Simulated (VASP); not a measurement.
# NaBe27 in VASP: further runs

The runs below take NaBe27 through single point, with PBE+D3(BJ).

All numbers are computed with VASP 6.6.1; they aren't measurements. Logs are shortened: lines on timing, memory, paths and dates and some standing lists are left out, and cuts for length are marked.

### 1 The slab as given

The cell holds a slab with vacuum, 28 atoms: a = 6.870 Å, b = 6.870 Å, c = 15.588 Å, α = 90.00°, β = 90.00°, γ = 60.00°.

The cell was built by a generator and needn't be a form met in nature.

### 2 Single point, PBE+D3(BJ)

The input, INCAR:

```
PREC = Accurate
ENCUT = 520
EDIFF = 1E-6
ISMEAR = -1
SIGMA = 0.05
LREAL = Auto
LASPH = T
NELM = 100
ALGO = Fast
ISIF = 2
LWAVE = F
LCHARG = F
GGA = PE
IVDW = 12
NBANDS = 50
```

The input, KPOINTS:

```
Automatic mesh
0
Gamma
  4 4 1
```

The input, POSCAR:

```
NaBe27
1.0
    6.8700000000      0.0000000000      0.0000000000
    3.4350000000      5.9495950000      0.0000000000
    0.0000000000      0.0000000000     15.5884300000
Be Na
27 1
Direct
    0.0000000000      0.0000000000      0.0641500780
    0.3333333333      0.0000000000      0.0641500780
    0.6666666667      0.0000000000      0.0641500780
    0.0000000280      0.3333332773      0.0641500780
    0.3333333613      0.3333332773      0.0641500780
    0.6666666947      0.3333332773      0.0641500780
   -0.0000000280      0.6666667227      0.0641500780
    0.3333333053      0.6666667227      0.0641500780
    0.6666666387      0.6666667227      0.0641500780
   -0.1119963556      0.2240034826      0.1799440996
    0.2223648281      0.2218450163      0.1816219465
    0.5557404007      0.2219087182      0.1815710113
   -0.1112210337      0.5557477442      0.1815663284
    0.2219518598      0.5560622194      0.1818714906
    0.5554884531      0.5557549716      0.1815172535
   -0.1124057912      0.8876794135      0.1800315362
    0.2247820215      0.8877081549      0.1800351928
    0.5554562931      0.8890190005      0.1815318156
    0.0012101474     -0.0021571216      0.2895958092
    0.3330743092     -0.0003346446      0.2986633676
    0.6672266522     -0.0003272492      0.2985228788
   -0.0003239362      0.3336432144      0.2974699184
    0.3333406342      0.3333018466      0.2993134010
    0.6665286539      0.3337849047      0.2972653436
   -0.0004265258      0.6673936629      0.2991231959
    0.3330571976      0.6673682831      0.2991245430
    0.6665959025      0.6667709315      0.2995988050
    0.9515706676      0.0839250403      0.4469956243
```

Potentials or basis: VASP PAW PBE potentials, release 64 (Be, Na_pv).

Launch:

```sh
> cat potpaw_PBE.64/Be/POTCAR potpaw_PBE.64/Na_pv/POTCAR > POTCAR
> mpirun -np 1 vasp_std > vasp.out
```

OUTCAR:

```text
PREC = Accurate
   ENCUT = 520
   EDIFF = 1E-6
   ISMEAR = -1
   LREAL = Auto
   LASPH = T
   NELM = 100
   ISIF = 2
   GGA = PE
   IVDW = 12
 IVDW          = 12

 ion  position               nearest neighbor table
   1  0.000  0.000  0.064-  10 2.24  16 2.25  17 2.25   8 2.29   4 2.29   6 2.29   7 2.29   3 2.29
                             2 2.29
   2  0.333  0.000  0.064-  17 2.23  18 2.26  11 2.26   8 2.29   4 2.29   5 2.29   9 2.29   1 2.29
                             3 2.29
   3  0.667  0.000  0.064-  16 2.23  12 2.26  18 2.26   7 2.29   6 2.29   9 2.29   5 2.29   1 2.29
                             2 2.29
   4  0.000  0.333  0.064-  10 2.23  13 2.26  11 2.26   2 2.29   1 2.29   5 2.29   6 2.29   9 2.29
                             7 2.29
   5  0.333  0.333  0.064-  12 2.26  11 2.26  14 2.26   2 2.29   3 2.29   4 2.29   6 2.29   7 2.29
                             8 2.29
   6  0.667  0.333  0.064-  10 2.23  15 2.26  12 2.26   3 2.29   1 2.29   4 2.29   5 2.29   8 2.29
                             9 2.29
   7  1.000  0.667  0.064-  16 2.23  13 2.26  14 2.26   3 2.29   1 2.29   9 2.29   8 2.29   5 2.29
                             4 2.29
   8  0.333  0.667  0.064-  17 2.23  15 2.26  14 2.26   2 2.29   1 2.29   7 2.29   9 2.29   6 2.29
                             5 2.29
   9  0.667  0.667  0.064-  15 2.26  13 2.26  18 2.26   3 2.29   2 2.29   7 2.29   8 2.29   4 2.29
[... 22 lines left out ...]
                            21 2.30
  21  0.667  1.000  0.299-  12 2.25  18 2.25  16 2.27  25 2.28  27 2.29  19 2.29  23 2.29  24 2.29
                            20 2.30
  22  1.000  0.334  0.297-  13 2.24  11 2.24  10 2.26  24 2.29  27 2.29  23 2.29  20 2.29  25 2.29
                            19 2.30
  23  0.333  0.333  0.299-  14 2.26  11 2.26  12 2.26  24 2.29  22 2.29  21 2.29  20 2.29  26 2.29
                            25 2.29
  24  0.667  0.334  0.297-  15 2.24  12 2.24  10 2.25  27 2.29  22 2.29  23 2.29  26 2.29  21 2.29
                            19 2.31
  25  1.000  0.667  0.299-  14 2.26  13 2.26  16 2.27  19 2.28  21 2.28  27 2.29  26 2.29  22 2.29
                            23 2.29
  26  0.333  0.667  0.299-  14 2.26  15 2.26  17 2.27  19 2.28  20 2.28  27 2.29  25 2.29  24 2.29
                            23 2.29
  27  0.667  0.667  0.300-  13 2.27  15 2.27  18 2.27  24 2.29  22 2.29  20 2.29  21 2.29  26 2.29
                            25 2.29
  28  0.952  0.084  0.447-  19 2.51

  LATTYP: Found a hexagonal cell.
 ALAT       =     6.8700004122
 C/A-ratio  =     2.2690580880

  Lattice vectors:

 A1 = (  -3.4350000000,  -5.9495950000,   0.0000000000)
 A2 = (   6.8700000000,   0.0000000000,   0.0000000000)
 A3 = (   0.0000000000,   0.0000000000,  15.5884300000)

Analysis of symmetry for initial positions (statically):
=====================================================================
 Subroutine PRICEL returns:
 Original cell was already a primitive cell.

 Routine SETGRP: Setting up the symmetry group for a
 hexagonal supercell.

 Subroutine GETGRP returns: Found  1 space group operations
 (whereof  1 operations were pure point group operations)
 out of a pool of 24 trial point group operations.

The static configuration has the point symmetry C_1 .

Analysis of symmetry for dynamics (positions and initial velocities):
=====================================================================
 Subroutine PRICEL returns:
 Original cell was already a primitive cell.

 Routine SETGRP: Setting up the symmetry group for a
 hexagonal supercell.

 Subroutine GETGRP returns: Found  1 space group operations
 (whereof  1 operations were pure point group operations)
 out of a pool of 24 trial point group operations.

The dynamic configuration has the point symmetry C_1 .

 Subroutine INISYM returns: Found  1 space group operations
 (whereof  1 operations are pure point group operations),
 and found     1 'primitive' translations

----------------------------------------------------------------------------------------

                                     Primitive cell

[... 42 lines left out ...]
   NELECT =      61.0000    total number of electrons
   NUPDOWN=      -1.0000    fix difference up-down
   EMIN   =  10.00;   EMAX   =-10.00  energy-range for DOS
   EFERMI =   0.00;   METHOD = LEGACY
   ISMEAR =    -1;   SIGMA  =   0.05  broadening in eV -4-tet -1-fermi 0-gaus
   EFERMI_NEDOS =   21; number of points for ismear=-14 and -15
   IALGO  =     68    algorithm
   IMIX   =      4    mixing-type and parameters
     AMIX     =   0.40;   BMIX     =  1.00
     AMIX_MAG =   1.60;   BMIX_MAG =  1.00
  volume/ion in A,a.u.               =      22.76       153.56
  Fermi-wavevector in a.u.,A,eV,Ry     =   0.748921  1.415255  7.631269  0.560882
  Thomas-Fermi vector in A             =   1.845321
   LORBIT       =      0    0 simple, 1 ext, 2 COOP (PROOUT), +10 PAW based schemes
   GGA     = PE    functional components
   LHFCALC =     F    Hartree Fock is set to
   AEXX    =    0.0000 exact exchange contribution
   IVDW    =    12    specifies the selected vdW correction
   LEPSILON=     F    determine dielectric tensor
   LRPA    =     F    only Hartree local field effects (RPA)
 non-spin polarized calculation
 RMM-DIIS sequential band-by-band and
  energy-cutoff  :      520.00
  volume of cell :      637.16
 maximum number of plane-waves:     17187
 NGX is ok and might be reduce to    54
   NGX = 25   NGY = 25   NGZ = 57

 number of electron      60.9999995 magnetization

 Free energy of the ion-electron system (eV)
  ---------------------------------------------------
  ext. energy  EPLUGINS =         0.00000000
  ---------------------------------------------------
  free energy    TOTEN  =       -94.82440089 eV

  energy without entropy =      -94.75091614  energy(sigma->0) =      -94.78765852

 E-fermi :  -0.2495     XC(G=0):  -5.2054

 val. band max:       -0.2646059665   @ k =   0.5000   0.5000   0.0000
 cond. band min:      -0.1364327781   @ k =   0.0000   0.2500   0.0000
 fundamental gap:      0.1281731885
 Fermi energy:        -0.2494790825

 k-point     1 :       0.0000    0.0000    0.0000
  band No.  band energies     occupation
      1     -25.4820      2.00000
      2     -25.4593      2.00000
      3     -25.4587      2.00000
      4      -9.7885      2.00000
      5      -7.5974      2.00000
      6      -6.6682      2.00000
[... 439 lines left out ...]
     41       3.2291      0.00000
     42       3.6659      0.00000
 [bands above 42 left out]

------------------------ aborting loop because EDIFF is reached ----------------------------------------

 Edisp (eV)   -6.22227

 E8    (eV) :    -2.2855

  FORCE on cell =-STRESS in cart. coord.  units (eV):
  Direction    XX          YY          ZZ          XY          YZ          ZX
  --------------------------------------------------------------------------------------
  -------------------------------------------------------------------------------------
  Total     -27.45890   -27.43943    -0.21001    -0.00454     0.04365    -0.00413
  in kB     -69.04738   -68.99843    -0.52808    -0.01142     0.10975    -0.01040
  external pressure =      -46.19 kB  Pullay stress =        0.00 kB

 VOLUME and BASIS-vectors are now :
 -----------------------------------------------------------------------------
  energy-cutoff  :      520.00
  volume of cell :      637.16
      direct lattice vectors                 reciprocal lattice vectors
     6.870000000  0.000000000  0.000000000     0.145560408 -0.084039334  0.000000000
     3.435000000  5.949595000  0.000000000     0.000000000  0.168078668  0.000000000
     0.000000000  0.000000000 15.588430000     0.000000000  0.000000000  0.064150142

 POSITION                                       TOTAL-FORCE (eV/Angst)
 -----------------------------------------------------------------------------------
      0.00000      0.00000      1.00000        -0.000172     -0.001034     -0.055628
      2.29000      0.00000      1.00000         0.027072      0.013255      0.002690
      4.58000      0.00000      1.00000        -0.026401      0.012549      0.000964
      1.14500      1.98320      1.00000         0.022699      0.013922     -0.006737
      3.43500      1.98320      1.00000        -0.000933      0.005585      0.000242
      5.72500      1.98320      1.00000        -0.021965      0.013014     -0.008681
[... 20 lines left out ...]
      6.86987      3.96702      4.67027         0.000129     -0.009217      0.012991
      6.82557      0.49932      6.96796        -0.002199      0.012430      0.044295
 -----------------------------------------------------------------------------------
    total drift:                               -0.000934      0.000241      0.004662

  FREE ENERGIE OF THE ION-ELECTRON SYSTEM (eV)
  ---------------------------------------------------
  free  energy   TOTEN  =      -101.0466725706 eV

  energy  without entropy=     -100.9731878204  energy(sigma->0) =     -101.00993020
```

It took 16 min on 1 thread of Intel Xeon Platinum 8488C (Sapphire Rapids), shared host; peak memory 0.77 GiB.

Results:

```yaml
Free_energy: -101.0467 eV
Largest_force: 0.056 eV/Å
Band_gap_on_the_k_mesh: none (metal or under the smearing width)
Dispersion_energy_per_atom: -0.222 eV
```

Forces in eV/Å, atoms in the order of the input:
```
Be   0.000 -0.001 -0.056
Be   0.027  0.013  0.003
Be  -0.026  0.013  0.001
Be   0.023  0.014 -0.007
Be  -0.001  0.006  0.000
Be  -0.022  0.013 -0.009
Be  -0.002 -0.032  0.009
Be   0.001 -0.032  0.011
Be   0.001  0.002  0.018
Be   0.000  0.015 -0.004
Be  -0.021 -0.008 -0.001
Be   0.020 -0.009 -0.002
Be   0.019 -0.013  0.001
Be   0.001  0.027  0.009
Be  -0.019 -0.013  0.001
Be  -0.013 -0.008 -0.002
Be   0.012 -0.009 -0.002
Be   0.001  0.019  0.000
Be   0.003 -0.022 -0.030
Be  -0.011  0.003  0.007
Be   0.009  0.004  0.005
Be   0.004  0.003 -0.007
Be   0.001 -0.005  0.008
Be  -0.004  0.004 -0.011
Be  -0.003  0.006 -0.001
Be   0.003  0.006 -0.001
Be   0.000 -0.009  0.013
Na  -0.002  0.012  0.044
```

Levels at points of the mesh, in eV from the Fermi level:
```csv
k point,band 28,band 29,band 30,band 31,band 32,band 33,band 34,band 35,band 36,band 37
"(0.00, 0.00, 0.00)",-0.22,-0.18,0.79,0.80,0.89,0.89,1.61,1.77,1.78,1.82
"(0.50, 0.00, 0.00)",-0.97,-0.06,-0.05,-0.03,-0.02,0.94,0.98,2.22,2.85,3.19
"(0.50, 0.50, 0.00)",-0.97,-0.06,-0.05,-0.03,-0.02,0.94,0.98,2.22,2.85,3.19
"(0.00, 0.50, 0.00)",-0.97,-0.06,-0.05,-0.03,-0.02,0.94,0.98,2.22,2.85,3.19
```

### 3 Single point, PBE+D3(BJ)

The input, INCAR:

```
SYSTEM = NaBe27
  ALGO = Fast
  EDIFF = 1E-6
  ENCUT = 520
  GGA = PE
  ISIF = 2
  ISMEAR = -1
  IVDW = 12
  LASPH = .True.
  LCHARG = .False.
  LREAL = Auto
  LWAVE = .False.
  NBANDS = 50
  NELM = 100
  PREC = Accurate
  SIGMA = 0.05
```

The input, KPOINTS:

```
k-points
0
Gamma
  4 4 1
  0 0 0
```

The input, POSCAR:

```
NaBe27
1.0
    6.8700000000      0.0000000000      0.0000000000
    3.4350000000      5.9495950000      0.0000000000
    0.0000000000      0.0000000000     15.5884300000
Be Na
27 1
Direct
    0.0000000000      0.0000000000      0.0641500780
    0.3333333333      0.0000000000      0.0641500780
    0.6666666667      0.0000000000      0.0641500780
    0.0000000280      0.3333332773      0.0641500780
    0.3333333613      0.3333332773      0.0641500780
    0.6666666947      0.3333332773      0.0641500780
   -0.0000000280      0.6666667227      0.0641500780
    0.3333333053      0.6666667227      0.0641500780
    0.6666666387      0.6666667227      0.0641500780
   -0.1120205973      0.2235200883      0.1800379512
    0.2225574716      0.2220873858      0.1810828287
    0.5558633532      0.2218366124      0.1817836690
   -0.1115230333      0.5561741598      0.1811394733
    0.2217788019      0.5559501109      0.1818639850
    0.5555560968      0.5555806740      0.1817435111
   -0.1123651486      0.8877463088      0.1801428367
    0.2238450137      0.8879705257      0.1801491234
    0.5557141349      0.8887813372      0.1812713660
   -0.0008342672     -0.0020764439      0.2907349874
    0.3339191211     -0.0004603675      0.2968949407
    0.6671176090     -0.0005344902      0.2989463339
   -0.0005637449      0.3347274899      0.2956882123
    0.3331708571      0.3331744430      0.2993101935
    0.6672104139      0.3331043542      0.2983958615
   -0.0006054823      0.6672153315      0.2991054263
    0.3328941884      0.6674092942      0.2990989471
    0.6666920994      0.6667907647      0.2994553011
    1.0321264552      0.0888320970      0.4478444590
```

Potentials or basis: VASP PAW PBE potentials, release 64 (Be, Na_pv).

Launch:

```sh
> cat potpaw_PBE.64/Be/POTCAR potpaw_PBE.64/Na_pv/POTCAR > POTCAR
> mpirun -np 1 vasp_std > vasp.out
```

Run time: 9.7 min. Hardware: 1 thread of Intel Xeon 6975P-C (Granite Rapids), shared host; peak memory 0.78 GiB.

Results (log left out):

```
Free energy                : -101.0506 eV
Largest force              : 0.052 eV/Å
Band gap on the k mesh     : none (metal or under the smearing width)
Dispersion energy per atom : -0.222 eV
```

Forces in eV/Å, atoms in the order of the input:
```
Be   0.001 -0.001 -0.052
Be   0.016  0.006 -0.015
Be  -0.024  0.017  0.009
Be   0.014  0.008 -0.022
Be   0.014  0.009 -0.001
Be  -0.025  0.016 -0.003
Be   0.005 -0.027  0.012
Be   0.002 -0.031  0.002
Be  -0.011 -0.002  0.015
Be   0.002  0.010 -0.001
Be  -0.014 -0.007 -0.002
Be   0.017 -0.006  0.002
Be   0.013 -0.011  0.000
Be  -0.003  0.019  0.007
Be  -0.013 -0.011  0.002
Be  -0.007 -0.006  0.001
Be   0.010 -0.002  0.001
Be  -0.005  0.014  0.000
Be  -0.010 -0.009 -0.007
Be  -0.007  0.004  0.013
Be   0.012  0.002  0.015
Be   0.004  0.000  0.005
Be  -0.003 -0.002  0.006
Be  -0.001 -0.002  0.009
Be  -0.001  0.005  0.002
Be   0.003  0.003  0.001
Be   0.000 -0.006  0.010
Na   0.012  0.008 -0.007
```

Levels at points of the mesh, in eV from the Fermi level:
| k point | band 29 | band 30 | band 31 | band 32 | band 33 | band 34 | band 35 | band 36 |
| --- | --- | --- | --- | --- | --- | --- | --- | --- |
| (0.00, 0.00, 0.00) | -0.19 | 0.79 | 0.80 | 0.89 | 0.89 | 1.59 | 1.77 | 1.79 |
| (0.50, 0.00, 0.00) | -0.06 | -0.05 | -0.03 | -0.01 | 0.95 | 0.97 | 2.20 | 2.85 |
| (0.50, 0.50, 0.00) | -0.05 | -0.05 | -0.03 | -0.02 | 0.95 | 0.98 | 2.20 | 2.84 |
| (0.00, 0.50, 0.00) | -0.06 | -0.05 | -0.03 | -0.02 | 0.94 | 0.98 | 2.20 | 2.85 |

### 4 Single point, PBE+D3(BJ)

The input, INCAR:

```
SYSTEM = NaBe27
ALGO = Fast
EDIFF = 1E-6
ENCUT = 520
GGA = PE
ISIF = 2
ISMEAR = -1
IVDW = 12
LASPH = .TRUE.
LCHARG = .FALSE.
LREAL = Auto
LWAVE = .FALSE.
NBANDS = 50
NELM = 100
PREC = Accurate
SIGMA = 0.05
```

The input, KPOINTS:

```
k-points
0
G
  4 4 1
  0 0 0
```

The input, POSCAR:

```
NaBe27
1.0
    6.8700000000      0.0000000000      0.0000000000
    3.4350000000      5.9495950000      0.0000000000
    0.0000000000      0.0000000000     15.5884300000
Be Na
27 1
Direct
    0.0000000000      0.0000000000      0.0641500780
    0.3333333333      0.0000000000      0.0641500780
    0.6666666667      0.0000000000      0.0641500780
    0.0000000280      0.3333332773      0.0641500780
    0.3333333613      0.3333332773      0.0641500780
    0.6666666947      0.3333332773      0.0641500780
   -0.0000000280      0.6666667227      0.0641500780
    0.3333333053      0.6666667227      0.0641500780
    0.6666666387      0.6666667227      0.0641500780
   -0.1119563688      0.2227709617      0.1803980260
    0.2226370419      0.2226042277      0.1804975228
    0.5557622288      0.2219098947      0.1819958136
   -0.1116805913      0.5566889847      0.1809358608
    0.2218967468      0.5557637116      0.1819981871
    0.5556688605      0.5556584944      0.1819807383
   -0.1117959700      0.8882053316      0.1808274470
    0.2227853334      0.8880476738      0.1804091239
    0.5566588638      0.8883352564      0.1809499096
   -0.0012524565     -0.0012747086      0.2937609496
    0.3355769005     -0.0010588956      0.2944205414
    0.6670203711     -0.0005702909      0.2993206500
   -0.0010656622      0.3356122560      0.2943440744
    0.3329062340      0.3329016513      0.2993840945
    0.6675663444      0.3329028278      0.2993011484
   -0.0005795103      0.6670166625      0.2993141708
    0.3329057421      0.6675649351      0.2993131444
    0.6669292786      0.6669126218      0.2993710079
    1.1045507449      0.1066810430      0.4471017287
```

Launch:

```sh
> cat potpaw_PBE.64/Be/POTCAR potpaw_PBE.64/Na_pv/POTCAR > POTCAR
> mpirun -np 1 vasp_std > vasp.out
```

Wall time 9.8 min (1 thread of Intel Xeon 6975P-C (Granite Rapids), shared host); peak memory 0.78 GiB.

The run converged. Its results:

```yaml
Free_energy: -101.0549 eV
Largest_force: 0.031 eV/Å
Band_gap_on_the_k_mesh: none (metal or under the smearing width)
Dispersion_energy_per_atom: -0.222 eV
```

Forces on the atoms (eV/Å):
```
Be  -0.003 -0.002 -0.031
Be   0.005 -0.001 -0.028
Be  -0.003  0.019  0.021
Be   0.001  0.005 -0.028
Be   0.026  0.015  0.004
Be  -0.026  0.015  0.003
Be   0.015 -0.012  0.021
Be   0.000 -0.030  0.003
Be  -0.016 -0.009  0.021
Be   0.008 -0.004  0.002
Be  -0.010 -0.006  0.002
Be   0.001 -0.001  0.001
Be   0.002 -0.008 -0.008
Be  -0.001  0.002  0.001
Be   0.000  0.000  0.002
Be   0.006  0.003 -0.008
Be   0.001  0.009  0.002
Be  -0.007  0.006 -0.007
Be  -0.007 -0.004 -0.009
Be   0.005 -0.002 -0.007
Be  -0.001  0.002  0.005
Be   0.000  0.005 -0.007
Be   0.004  0.002  0.001
Be  -0.003  0.002  0.001
Be   0.001 -0.001  0.005
Be   0.000 -0.003  0.001
Be  -0.001 -0.001  0.005
Na   0.001  0.000  0.030
```

Levels at points of the mesh, in eV from the Fermi level:
```tsv
k point	band 28	band 29	band 30	band 31	band 32	band 33	band 34	band 35	band 36	band 37
(0.00, 0.00, 0.00)	-0.21	-0.20	0.79	0.79	0.89	0.89	1.60	1.77	1.80	1.82
(0.50, 0.00, 0.00)	-0.97	-0.06	-0.05	-0.02	-0.02	0.94	0.97	2.23	2.85	3.20
(0.50, 0.50, 0.00)	-0.97	-0.05	-0.05	-0.03	-0.02	0.94	0.97	2.23	2.85	3.20
(0.00, 0.50, 0.00)	-0.97	-0.06	-0.05	-0.02	-0.02	0.94	0.97	2.23	2.85	3.20
```
